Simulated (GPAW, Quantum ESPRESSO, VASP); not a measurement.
# One structure in several programs: PIr2 (Fm-3m, 3 atoms in the cell)

Self-consistent single point.

```yaml
crystal:
  lattice:
    - [0.00000, 2.77874, 2.77874]
    - [2.77874, 0.00000, 2.77874]
    - [2.77874, 2.77874, 0.00000]
  atoms:
    - { symbol: P, position: [0.00000, 0.00000, 0.00000] }
    - { symbol: Ir, position: [0.25000, 0.25000, 0.25000] }
    - { symbol: Ir, position: [0.75000, 0.75000, 0.75000] }
```

Shared settings, as Quantum ESPRESSO writes them: occupations = smearing; smearing = gauss; degauss = 0.0036749 Ry; K_POINTS = automatic 4 4 4 0 0 0. Potentials and cutoffs stand in the table.

```
code                                                                      model  pressure (GPa)  cutoff
----------------  -------------------------------------------------------------  --------------  ------
GPAW              LDA (Perdew-Wang 92), GPAW PAW datasets LDA (gpaw-data 1.0.1)           -8.70  550 eV
Quantum ESPRESSO           LDA (PZ), PSlibrary ultrasoft (LDA) pseudopotentials           -6.76   40 Ry
VASP                               LDA (PZ), VASP's LDA PAW potentials (set 64)           -7.21  300 eV
```

On GPAW's run: spin-orbit coupling is off. Spin polarisation is off; with an odd number of electrons in the cell that forces a metal, and a magnetic state may lie lower.

The spread over the programs that give each value: pressure within 1.94 GPa.

In the pressure, GPAW (by 1.49) lies more than 1 GPa from the median of the plane-wave programs.

On the base mesh (10 10 10 0 0 0) the same programs gave: GPAW pressure -8.85 GPa; Quantum ESPRESSO pressure -6.92 GPa; VASP pressure -7.40 GPa.

VASP's run is marked for a possible Pulay error in its stress at this cutoff; no cutoff test was made.

The starting cell comes from a database of computed structures (which also holds hypothetical and non-ambient phases and stackings), without a prior relaxation at this level.

Left out of this page: Ansatz, Elk and SIESTA (not drawn, or without a comparable value); ABINIT (with a known weakness of the program).
